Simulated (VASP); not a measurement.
Calculation: PBE GGA with D3 dispersion (Becke-Johnson damping), VASP's PBE PAW potentials (set 64) (plane waves; VASP 6.6.1).

A VASP calculation is set up with these files.

File KPOINTS:
```
Automatic mesh
0
Gamma
  8 8 8
0 0 0
```

INCAR:
```
ALGO  =  Normal
EDIFF  =  1E-7
ENCUT  =  520
GGA  =  PE
ISIF  =  2
ISMEAR  =  -5
IVDW  =  12
LASPH  =  .TRUE.
LCHARG  =  .TRUE.
LEFG  =  .TRUE.
LORBIT  =  11
LREAL  =  .FALSE.
LWAVE  =  .FALSE.
NEDOS  =  601
NELM  =  100
PREC  =  Accurate
SYSTEM  =  CaF2
```

File POSCAR:
```
CaF2
1.0
  0.0000000000   2.7372000857   2.7372000857
  2.7372000857   0.0000000000   2.7372000857
  2.7372000857   2.7372000857   0.0000000000
Ca F
1 2
direct
  0.0000000000   0.0000000000   0.0000000000
  0.2500000000   0.2500000000   0.2500000000
  0.7500000000   0.7500000000   0.7500000000
```

POTCAR, in this order: Ca_sv F (PBE.64 set). Program: vasp_std.

Predict the energy per atom (σ→0), dispersion energy, band gap (on the k-mesh).

| Item | Value |
|---|---|
| energy per atom (σ→0) | -572.5 kJ/mol of atoms |
| dispersion energy | -0.466 eV |
| band gap (on the k-mesh) | 7.24 eV |

### OSZICAR
```
...
DAV:   9    -0.173323995805E+02   -0.42960E-02   -0.82988E-03  1224   0.726E-01    0.135E-01
DAV:  10    -0.173332864378E+02   -0.88686E-03   -0.13924E-03  1112   0.281E-01    0.363E-02
DAV:  11    -0.173332985547E+02   -0.12117E-04   -0.11342E-04  1288   0.985E-02    0.168E-02
DAV:  12    -0.173333050019E+02   -0.64472E-05   -0.22467E-05  1160   0.470E-02    0.302E-03
DAV:  13    -0.173333055064E+02   -0.50453E-06   -0.43655E-06  1392   0.168E-02    0.388E-03
DAV:  14    -0.173333050625E+02    0.44388E-06   -0.98864E-07  1160   0.965E-03    0.697E-04
DAV:  15    -0.173333050566E+02    0.59554E-08   -0.41172E-08   832   0.205E-03
   1 F= -.17799724E+02 E0= -.17799724E+02  d E =0.000000E+00
```

The compound is CaF2 in the fluorite structure. It was relaxed first.
